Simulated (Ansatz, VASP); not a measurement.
**Cross-check of PtSe2 between VASP and Ansatz**

Wanted: the spread between two codes on one cell, functional and k mesh. The cell is taken from a series of runs on this material, whose earlier steps may have relaxed, scaled, displaced or heated it; both programs get it as it stands.

Calculated with Ansatz 0.2.0; plane waves, with VASP 6.6.1 beside it; single point at PBEsol.

## 1. The structure

The cell holds 6 atoms: 4 Se and 2 Pt. Cell: a = 3.724 Å, b = 3.724 Å, c = 22.593 Å, α = 90.0°, β = 90.0°, γ = 120.0°. It derives from PtSe2 (Sudovikovite). As first built, before any earlier steps moved the atoms (in the runner's words): kind sheets cut from a layered crystal; sheets 2; fields 0 to 0.4 V/Å. Vacuum lies along c.

Structure file:

```xyz
6
Lattice="3.7240 0.0000 0.0000 -1.8620 3.2251 0.0000 0.0000 0.0000 22.5930" Properties=species:S:1:pos:R:3
Se    0.0000    2.1501   14.9051
Se    1.8620    1.0750   12.3588
Se    0.0000    2.1501   10.2342
Se    1.8620    1.0750    7.6879
Pt    0.0000    0.0000   13.6157
Pt    0.0000    0.0000    8.9773
```

## 2. VASP: single point, PBEsol

A single point gives forces, pressure and levels at one fixed geometry, so differences don't come from the geometry; what else differs is listed under the comparison.

Lines of VASP's logs that name or quote its potential files are left out, and so is its time.

Contents of INCAR:

```
SYSTEM = PtSe2
PREC = Accurate
ENCUT = 400
EDIFF = 1E-06
NELM = 120
ISMEAR = -1
SIGMA = 0.02
LREAL = .FALSE.
ALGO = Normal
GGA = PS
NBANDS = 28
LASPH = .TRUE.
LORBIT = 11
LWAVE = .FALSE.
LCHARG = .FALSE.
ISIF = 2
GGA_COMPAT = .FALSE.
EFERMI = MIDGAP
KPAR = 2
```

Contents of POSCAR:

```
PtSe2
1.0
    3.7240000002      0.0000000000      0.0000000000
   -1.8620000001      3.2250786038      0.0000000000
    0.0000000000      0.0000000000     22.5930000000
Se Pt
4 2
Direct
    0.3333333333      0.6666666667      0.6597212436
    0.6666666667      0.3333333333      0.5470200788
    0.3333333333      0.6666666667      0.4529799212
    0.6666666667      0.3333333333      0.3402787564
    0.0000000000      0.0000000000      0.6026506654
    0.0000000000      0.0000000000      0.3973493346
```

Contents of KPOINTS:

```
Automatic mesh
0
Gamma
12 12 1
0 0 0
```

The projector-augmented-wave data sets are Se and Pt (PBE family, release 64).

Run with:

```sh
$ mpirun -np 2 vasp_std
```

Numbers of over 12 decimals in the logs are rounded to 6 here.

The program printed:

```text
[banner, memory and clock lines left out]
running    2 mpi-ranks, on    1 nodes
 distrk:  each k-point on    1 cores,    2 groups
 distr:  one band on    1 cores,    1 groups

 POSCAR found type information on POSCAR SePt
 POSCAR found :  2 types and       6 ions
|                                                                             |
|               ----> ADVICE to this user running VASP <----                  |
|                                                                             |
|     You enforced a specific xc type in the INCAR file but a different       |
|     [... a line on the potential file left out ...]
|     I HOPE YOU KNOW WHAT YOU ARE DOING!                                     |
|                                                                             |

 LDA part: xc-table for (Slater+PW92), standard interpolation
 POSCAR, INCAR and KPOINTS ok, starting setup
 FFT: planning ... GRIDC
 FFT: planning ... GRID_SOFT
 FFT: planning ... GRID
 WAVECAR not read
 entering main loop
       N       E                     dE             d eps       ncg     rms          rms(c)
DAV:   1     0.294418371867E+03    0.29442E+03   -0.15288E+04  1064   0.103E+03
DAV:   2    -0.535741039476E+01   -0.29978E+03   -0.28983E+03  1464   0.219E+02
DAV:   3    -0.326595142715E+02   -0.27302E+02   -0.26781E+02  1272   0.729E+01
DAV:   4    -0.333500213403E+02   -0.69051E+00   -0.68670E+00  1336   0.123E+01
DAV:   5    -0.333655262078E+02   -0.15505E-01   -0.15491E-01  1320   0.183E+00    0.187E+01
DAV:   6    -0.320368388185E+02    0.13287E+01   -0.98155E+00  1204   0.242E+01    0.107E+01
DAV:   7    -0.317654476784E+02    0.27139E+00   -0.29751E+00  1152   0.144E+01    0.445E+00
DAV:   8    -0.316322543840E+02    0.13319E+00   -0.28032E-01  1188   0.430E+00    0.106E+00
DAV:   9    -0.316226082424E+02    0.96461E-02   -0.73755E-02  1220   0.187E+00    0.276E-01
DAV:  10    -0.316229059258E+02   -0.29768E-03   -0.51061E-03  1232   0.409E-01    0.232E-01
DAV:  11    -0.316231354239E+02   -0.22950E-03   -0.34081E-04  1352   0.116E-01    0.161E-01
DAV:  12    -0.316230195306E+02    0.11589E-03   -0.82008E-04  1136   0.211E-01    0.951E-02
DAV:  13    -0.316229837577E+02    0.35773E-04   -0.93667E-05  1220   0.560E-02    0.717E-02
DAV:  14    -0.316229565242E+02    0.27234E-04   -0.49300E-05  1200   0.263E-02    0.298E-02
DAV:  15    -0.316229572518E+02   -0.72759E-06   -0.14846E-05  1348   0.142E-02    0.830E-03
DAV:  16    -0.316229680325E+02   -0.10781E-04   -0.98312E-06  1140   0.152E-02    0.109E-02
DAV:  17    -0.316229760893E+02   -0.80568E-05   -0.14858E-06   912   0.516E-03    0.705E-03
DAV:  18    -0.316229824712E+02   -0.63819E-05   -0.15925E-06   792   0.522E-03    0.209E-03
DAV:  19    -0.316229867305E+02   -0.42593E-05   -0.58308E-07   848   0.283E-03    0.249E-03
DAV:  20    -0.316229887437E+02   -0.20133E-05   -0.25356E-07   736   0.201E-03    0.959E-04
DAV:  21    -0.316229922268E+02   -0.34830E-05   -0.20285E-07   772   0.129E-03    0.157E-03
DAV:  22    -0.316229935738E+02   -0.13470E-05   -0.11990E-07   708   0.167E-03    0.754E-04
DAV:  23    -0.316229949805E+02   -0.14068E-05   -0.28345E-08   660   0.707E-04    0.344E-04
DAV:  24    -0.316229954654E+02   -0.48488E-06   -0.98644E-09   664   0.308E-04
   1 F= -.31622995E+02 E0= -.31622732E+02  d E =-.527028E-03
```

From OUTCAR (step 2):

```text
ion  position               nearest neighbor table
   1  0.333  0.667  0.660-   5 2.51   5 2.51   5 2.51
   2  0.667  0.333  0.547-   5 2.49   5 2.49   5 2.49
   3  0.333  0.667  0.453-   6 2.49   6 2.49   6 2.49
   4  0.667  0.333  0.340-   6 2.51   6 2.51   6 2.51
   5  0.000  0.000  0.603-   2 2.49   2 2.49   2 2.49   1 2.51   1 2.51   1 2.51
   6  0.000  0.000  0.397-   3 2.49   3 2.49   3 2.49   4 2.51   4 2.51   4 2.51

  LATTYP: Found a hexagonal cell.
 ALAT       =     3.7240000002
 C/A-ratio  =     6.0668635872

 Subroutine GETGRP returns: Found 12 space group operations
 (whereof 12 operations were pure point group operations)

The static configuration has the point symmetry D_3d.

 Found     19 irreducible k-points:

   k-points           NKPTS =     19   k-points in BZ     NKDIM =     19   number of bands    NBANDS=     28

   dimension x,y,z NGX =    24 NGY =   24 NGZ =  150
   dimension x,y,z NGXF=    48 NGYF=   48 NGZF=  300

   ENCUT  =  400.0 eV  29.40 Ry    5.42 a.u.   6.07  6.07 36.84*2*pi/ulx,y,z

   NELECT =      44.0000    total number of electrons

 k-points in reciprocal lattice and weights: Automatic mesh
   0.00000000  0.00000000  0.00000000       0.007
   0.08333333  0.00000000  0.00000000       0.042
   0.16666667  0.00000000  0.00000000       0.042
   0.25000000  0.00000000  0.00000000       0.042
   0.33333333  0.00000000  0.00000000       0.042
   0.41666667  0.00000000  0.00000000       0.042
   0.50000000  0.00000000  0.00000000       0.021
   0.08333333  0.08333333  0.00000000       0.042
   0.16666667  0.08333333  0.00000000       0.083
[...]
0.33333333  0.25000000  0.00000000       0.083
   0.33333333  0.33333333  0.00000000       0.014

 average (electrostatic) potential at core
       1 -58.6461       2 -58.9589       3 -58.9589       4 -58.6461       5 -74.6945
       6 -74.6945

 E-fermi :   0.3372

 k-point     1 :       0.0000    0.0000    0.0000
  band No.  band energies     occupation
    ...
     18      -1.3002      2.00000
     19      -1.3002      2.00000
     20      -0.8075      2.00000
     21      -0.8075      2.00000
     22       0.0397      2.00000
     23       1.7460      0.00000
     24       1.7460      0.00000
     25       2.5027      0.00000
     26       2.5027      0.00000
     27       3.7919      0.00000
    ...

 k-point     2 :       0.0833    0.0000    0.0000
  band No.  band energies     occupation
    ...
     18      -1.2924      2.00000
     19      -1.2772      2.00000
     20      -0.8901      2.00000
     21      -0.7974      2.00000
     22       0.2718      1.92685
     23       1.3611      0.00000
     24       1.6057      0.00000
     25       1.9906      0.00000
     26       2.4306      0.00000
     27       4.2437      0.00000
    ...

 k-point     3 :       0.1667    0.0000    0.0000
  band No.  band energies     occupation
    ...
     18      -1.3698      2.00000
     19      -1.2943      2.00000
     20      -0.9260      2.00000
     21      -0.8442      2.00000
     22      -0.2473      2.00000
     23       1.0545      0.00000
     24       1.3660      0.00000
     25       1.4947      0.00000
     26       2.2844      0.00000
     27       4.7699      0.00000
    ...

  Total        1.3560817      1.3560817      1.5613039      0.0000000      0.0000000      0.0000000
  in kB        8.0070503      8.0070503      9.2187946      0.0000000      0.0000000      0.0000000
  external PRESSURE =       8.4109650 kB  Pullay stress =       0.0000000 kB

  energy-cutoff  :      400.00
  volume of cell :      271.35
      direct lattice vectors                 reciprocal lattice vectors
     3.724000000  0.000000000  0.000000000     0.268528464  0.155034981  0.000000000
    -1.862000000  3.225078604  0.000000000     0.000000000  0.310069962  0.000000000
     0.000000000  0.000000000 22.593000000     0.000000000  0.000000000  0.044261497

 POSITION                                       TOTAL-FORCE (eV/Angst)
 -----------------------------------------------------------------------------------
     -0.00000      2.15005     14.90508         0.000000     -0.000000      0.120983
      1.86200      1.07503     12.35882        -0.000000      0.000000      0.072634
     -0.00000      2.15005     10.23418         0.000000     -0.000000     -0.072634
      1.86200      1.07503      7.68792        -0.000000      0.000000     -0.120983
      0.00000      0.00000     13.61569         0.000000     -0.000000      0.126583
      0.00000      0.00000      8.97731         0.000000      0.000000     -0.126583
 -----------------------------------------------------------------------------------
    total drift:                               -0.000000     -0.000000      0.000000

  FREE ENERGIE OF THE ION-ELECTRON SYSTEM (eV)
  ---------------------------------------------------
  free  energy   TOTEN  =       -31.6229954654 eV

  energy  without entropy=      -31.6224684373  energy(sigma->0) =      -31.62273195

 total charge
# of ion       s       p       d       tot
------------------------------------------
    1        1.478   2.247   0.060   3.785
    2        1.487   2.226   0.083   3.796
    3        1.487   2.226   0.083   3.796
    4        1.478   2.247   0.060   3.785
    5        0.685   0.720   8.033   9.438
    6        0.685   0.720   8.033   9.438
--------------------------------------------------
tot          7.302  10.385  16.352  34.038

[... 3 further parts left out ...]
```

## 3. Ansatz: single point, PBEsol

Ansatz runs on its default PAW (the set named soft_2) files.

The same cell, functional, mesh and smearing now go to Ansatz, which takes its cutoff from its data sets.

Contents of input.yaml:

```yaml
crystal:
  lattice:
    - [3.7240000002, 0.0, 0.0]
    - [-1.8620000001, 3.2250786038, 0.0]
    - [0.0, 0.0, 22.593]
  atoms:
    - { symbol: Se, position: [0.3333333333, 0.6666666667, 0.6597212436] }
    - { symbol: Pt, position: [0.0, 0.0, 0.6026506654] }
    - { symbol: Se, position: [0.6666666667, 0.3333333333, 0.5470200788] }
    - { symbol: Se, position: [0.3333333333, 0.6666666667, 0.4529799212] }
    - { symbol: Pt, position: [0.0, 0.0, 0.3973493346] }
    - { symbol: Se, position: [0.6666666667, 0.3333333333, 0.3402787564] }
kpoints:
  mp_grid: { grid: [12, 12, 1] }
scf:
  occupations: { method: fermi_dirac, width: 0.02 }
  n_extra_bands: 9
hamiltonian:
  xc: pbesol
  pseudopotentials: { kind: paw }
output:
  forces: true
  write_potential: true
  volumetric_format: []
  dos:
    projected: true
    de: 0.05
    e_range: [-30, 12]
    method: { smearing: { sigma: 0.12, scheme: gaussian } }
  eigenstates:
    kpoints:
      - [0.33333333, 0.33333333, 0.0]
      - [0.31666667, 0.31666667, 0.0]
      - [0.3, 0.3, 0.0]
      - [0.28333333, 0.28333333, 0.0]
      - [0.26666667, 0.26666667, 0.0]
      - [0.25, 0.25, 0.0]
      - [0.23333333, 0.23333333, 0.0]
      - [0.21666667, 0.21666667, 0.0]
      - [0.2, 0.2, 0.0]
      - [0.18333333, 0.18333333, 0.0]
      - [0.16666667, 0.16666667, 0.0]
      - [0.15, 0.15, 0.0]
      - [0.13333333, 0.13333333, 0.0]
      - [0.11666667, 0.11666667, 0.0]
      - [0.1, 0.1, 0.0]
      - [0.08333333, 0.08333333, 0.0]
      - [0.06666667, 0.06666667, 0.0]
      - [0.05, 0.05, 0.0]
      - [0.03333333, 0.03333333, 0.0]
      - [0.01666667, 0.01666667, 0.0]
      - [0.0, 0.0, 0.0]
      - [0.02777778, 0.0, 0.0]
      - [0.05555556, 0.0, 0.0]
      - [0.08333333, 0.0, 0.0]
      - [0.11111111, 0.0, 0.0]
      - [0.13888889, 0.0, 0.0]
      - [0.16666667, 0.0, 0.0]
      - [0.19444444, 0.0, 0.0]
      - [0.22222222, 0.0, 0.0]
      - [0.25, 0.0, 0.0]
      - [0.27777778, 0.0, 0.0]
      - [0.30555556, 0.0, 0.0]
      - [0.33333333, 0.0, 0.0]
      - [0.36111111, 0.0, 0.0]
      - [0.38888889, 0.0, 0.0]
      - [0.41666667, 0.0, 0.0]
      - [0.44444444, 0.0, 0.0]
      - [0.47222222, 0.0, 0.0]
      - [0.5, 0.0, 0.0]
      - [0.48333333, 0.03333333, 0.0]
      - [0.46666667, 0.06666667, 0.0]
      - [0.45, 0.1, 0.0]
      - [0.43333333, 0.13333333, 0.0]
      - [0.41666667, 0.16666667, 0.0]
      - [0.4, 0.2, 0.0]
      - [0.38333333, 0.23333333, 0.0]
      - [0.36666667, 0.26666667, 0.0]
      - [0.35, 0.3, 0.0]
    e_range: [-8.0, 6.0]
    unfold:
      supercell_matrix: [[1, 0, 0], [0, 1, 0], [0, 0, 1]]
      layers:
        axis: 3
        edges: [0.163233, 0.415553, 0.575175, 0.575275, 0.836767]
```

Run with:

```sh
$ ansatz run input.yaml --threads 4 --pin off --max-ram 11264MiB --backend cpu --events-out ev --progress --plain --runs-dir out
```

The program printed:

```text
scf.n_extra_bands = 9 over 50 filled bands (N_el = 100.0): the run solves 59 bands
Engine: ansatz 0.2.0, aarch64-unknown-linux-gnu
Pseudopotentials: kind: paw
Pseudopotential: Se, paw, valence charge 16, recommended cutoff 420 eV (normal), Se.paw.azcp
Pseudopotential: Pt, paw, valence charge 18, recommended cutoff 420 eV (normal), Pt.paw.azcp
Functional definition: PBEsol
  exchange = pbesol_x
  correlation = pbesol_c
Crystal: 6 atoms, lattice volume = 271.346 Å³
Basis set: ecut = 420 eV, 5355 PW (Γ), exchange–correlation on 50×50×320 points (8 copies of the dense FFT grid, shifted against one another)
Bands: 59, of which v1, the nominal top of the filled ones, is band 50 counted from 1 (49 counted from 0)
Symmetry: 12 space group operations
Space group: P-3m1 (ITA 164), of the structure as read, at distance tolerance 6.5e-5 Å
k-points: 19 of 144
Non-local potential: Se, projectors of the file, l = 0: 2, l = 1: 2, l = 2: 3, l = 3: 1
Non-local potential: Pt, projectors of the file, l = 0: 3, l = 1: 2, l = 2: 2, l = 3: 1
PAW form: soft (Blöchl's): semilocal exchange-correlation on the pseudo side does not see the compensation charge
PAW frozen core: Se, regenerated for the run's functional, and the local potential with it (the file was generated under x = pbe(κ = 0.804, μ = 0.219515), c = pbe(β = 0.066725))
PAW frozen core: Pt, regenerated for the run's functional, and the local potential with it (the file was generated under x = pbe(κ = 0.804, μ = 0.219515), c = pbe(β = 0.066725))
PAW one-centre angular grid: Se, 590 points (default); XC on 64 Gauss nodes
PAW one-centre angular grid: Pt, 590 points (default); XC on 64 Gauss nodes
Initial density: superposition of atomic densities (neutral atoms: chi_scale 0, normalization atom), corrected by the library's trained network
Initial wavefunctions: pseudopotential atomic-orbital guess
Functional: x = pbesol(κ = 0.804, μ = 0.123457), c = pbesol(β = 0.046)
SCF iter   1: F=—  HF=-46466.766243 eV  |F-HF|=—  |Δ(HF+E_count)|=         —  Δρ=3.67e-3  dr2=1.38e-1  ethr=1.77e-3  ⟨swp⟩=8.8  Hψ=4541  notcnv=0  defer=1
preconditioner: auto → Resta (q_TF=auto, 2.310 Å⁻¹)  ε∞=3.5  [insulator: Δε(μ)=0.212 eV  Ē_g=9.526 eV  σ=0.020 eV  W_gap=0.99  n_scr=70 (ndim 8)  ℏωp=15.0 eV  f_vac=0.555  D(μ)=0.04/eV (n_scr^D=0)  ε∞_Penn≈3.5  vacuum switching on, ρ_ref=6.6e-3 e/Å³]
SCF iter   2: F=—  HF=-46466.755824 eV  |F-HF|=—  |Δ(HF+E_count)|=   1.04e-2  Δρ=2.53e-3  dr2=9.09e-2  ethr=1.38e-4  ⟨swp⟩=3.2  Hψ=1787  notcnv=0  defer=73
preconditioner: auto → LDOS  [insulator: Δε(μ)=0.108 eV  Ē_g=9.509 eV  σ=0.020 eV  W_gap=0.87  n_scr=70 (ndim 8)  ℏωp=15.0 eV  f_vac=0.555  D(μ)=0.49/eV (n_scr^D=4)  ε∞_Penn≈3.5  β→1.0]
SCF iter   3: F=—  HF=-46466.747473 eV  |F-HF|=—  |Δ(HF+E_count)|=   8.35e-3  Δρ=5.60e-4  dr2=3.44e-3  ethr=9.09e-5  ⟨swp⟩=2.4  Hψ=1420  notcnv=0  defer=73
SCF iter   4: F=—  HF=-46466.747234 eV  |F-HF|=—  |Δ(HF+E_count)|=   2.39e-4  Δρ=2.00e-4  dr2=6.21e-5  ethr=3.44e-6  ⟨swp⟩=2.2  Hψ=1546  notcnv=0  defer=73
SCF iter   5: F=—  HF=-46466.747360 eV  |F-HF|=—  |Δ(HF+E_count)|=   1.26e-4  Δρ=5.70e-5  dr2=1.29e-5  ethr=6.21e-8  ⟨swp⟩=3.0  Hψ=1784  notcnv=0  defer=73
SCF iter   6: F=—  HF=-46466.747362 eV  |F-HF|=—  |Δ(HF+E_count)|=   2.64e-6  Δρ=1.24e-5  dr2=3.35e-7  ethr=1.29e-8  ⟨swp⟩=2.1  Hψ=1573  notcnv=0  defer=73
SCF iter   7: F=-46466.747363 eV  HF=-46466.747363 eV  |F-HF|=3.77e-8  |Δ(HF+E_count)|=   5.43e-7  Δρ=2.20e-6  dr2=1.11e-8  ethr=1.00e-10  ⟨swp⟩=19.6  Hψ=9210  notcnv=0
SCF 1 converged in 7 iterations: F = -46466.747363 eV  dr2 = 1.11e-8
  greatest PAW one-centre occupation: 1.000 electrons in one spin orbital (limit 2), on the Pt atom at site 4 (counted from 0), in its partial waves of l = 0
NSCF: frozen V_eff on 48 k-points
WARN: The output density's exchange-correlation potential varies sharply where the density is thin. Do not read a vacuum level from v_tot or v_xc, or from such a field of the output density. On a cell that repeats whose density bears no net charge and no dipole along the vacuum's axis use v_es (v_loc + v_h of the components); under efield.dipole_correction with no amplitude use v_es + v_field, which holds any externa [...]
SCF converged after 7 iterations
Free energy (F): -46466.747363 eV
Harris-Foulkes:  -46466.747363 eV  (|F-HF|=3.77e-8)
Internal energy: -46466.746942 eV  (E = F + TS)
E sigma→0 (E₀):  -46466.747152 eV
Entropy (-TS):   -0.000421 eV (-0.070 meV/atom)
Fermi energy:    3.372268 eV
--- Per-component energies (eV) ---
  E_band       = -2917.912311
  E_kinetic    = 1751.422401
  E_local      = -116631.011769  (includes V_loc(G=0)·N_el)
  E_nonlocal   = -1962.031593
  E_hartree    = 57319.748370
  E_xc         = -935.196170
  E_vxc        = -998.805043  (∫ρ·V_xc dr)
  E_paw        = -26107.040889  (= ΣΔE_a)
  E_vpaw       = 283.023005  (= ΣTr[D̂ρ^β])
  E_aug_tail   = -0.001990  (compensation charges beyond the density's cutoff)
  E_ewald      = 40092.756935
  E_core_change = 4.607764  (= ΣΔE_core)
  E_smearing   = -0.000421  (= −TS)
  E_closure    = 0.000000  (closes the sum)
  Σ components = -46466.747363   (vs F -46466.747363, Δ=0.00e0)
--- Forces (eV/Å), atoms counted from 1 ---
  atom   1  Se    -0.00000000     0.00000000     0.10849977
  atom   2  Pt     0.00000000    -0.00000000     0.12498219
  atom   3  Se     0.00000000    -0.00000000     0.08805794
  atom   4  Se    -0.00000000     0.00000000    -0.08805794
  atom   5  Pt    -0.00000000     0.00000000    -0.12498219
  atom   6  Se     0.00000000    -0.00000000    -0.10849977
  max |Σ_I F_I| component: 1.39e-17 eV/Å
--- Band table (eV; the first three rows and the last of 19) ---
  k-point 0: bands = [... 46 lower, 1.7323, 2.2253, 2.2253, 3.0697, 4.7824, 4.7824, 5.5394, 5.5394, ... 5 higher]
  k-point 1: bands = [... 46 lower, 1.7567, 2.1444, 2.2358, 3.3008, 4.3991, 4.6423, 5.0277, 5.4675, ... 5 higher]
  k-point 2: bands = [... 46 lower, 1.7390, 2.1094, 2.1904, 2.7868, 4.0919, 4.4027, 4.5315, 5.3213, ... 5 higher]
  k-point 18: bands = [... 46 lower, 0.8841, 0.8841, 1.4087, 1.4087, 3.6081, 3.6081, 5.0440, 5.0440, ... 5 higher]
```

## 4. Side by side

Known differences besides the potentials themselves: the data sets hold 100 valence electrons in Ansatz (on its default PAW (the set named soft_2) files) and 44 in VASP; the cutoff is 420 eV in Ansatz and 400 eV in VASP; Ansatz makes its cores anew for this functional, VASP keeps those of its PBE data sets. Total energies have different zeros and are not compared.

Compared:

```
              quantity  Ansatz   VASP  difference
gap on the k mesh (eV)   0.143  0.131      +0.012
```

Forces (eV/Å; atoms numbered as in POSCAR):

```
atom        Ansatz x, y, z          VASP x, y, z
 Se1   0.000, 0.000, 0.108   0.000, 0.000, 0.121
 Se2   0.000, 0.000, 0.088   0.000, 0.000, 0.073
 Se3  0.000, 0.000, -0.088  0.000, 0.000, -0.073
 Se4  0.000, 0.000, -0.108  0.000, 0.000, -0.121
 Pt5   0.000, 0.000, 0.125   0.000, 0.000, 0.127
 Pt6  0.000, 0.000, -0.125  0.000, 0.000, -0.127
```

The forces differ by 6.6 meV/Å r.m.s., which is 10.5 % of the r.m.s. force of 0.063 eV/Å (both taken over all components). A gap on the mesh is an upper bound, since the band edges may lie between its points; neither run holds spin-orbit coupling, which can move the band edges of a compound of Pt. With vacuum in the cell, a pressure given here is an average over mostly empty space and none of the material.

## 5. Results

* r.m.s. force difference (single point, PBEsol): 6.6 meV/Å

**Reading.** The r.m.s. force difference is 6.6 meV/Å (single point, PBEsol), within the 12 meV/Å picked in this series as the mark of a large difference. The data sets hold unlike numbers of valence electrons (100 in Ansatz and 44 in VASP), so part of the differences comes from the potentials. 1 further run of this series is not shown here. How closely two codes agree says nothing of how well the functional describes the real material.

[Lines on the potential files, build, host, timing and source positions are cut from VASP's logs without a mark.]

[Logs are printed without paths, hosts, clocks, repeated set-up lines and the standing remarks that a program may print on its own settings, such as how far it seeks lower states.]

[Hosts, paths, dates, database ids (printed as entryN), source tags and the programs' standing remarks are cut or masked in the printed files.]
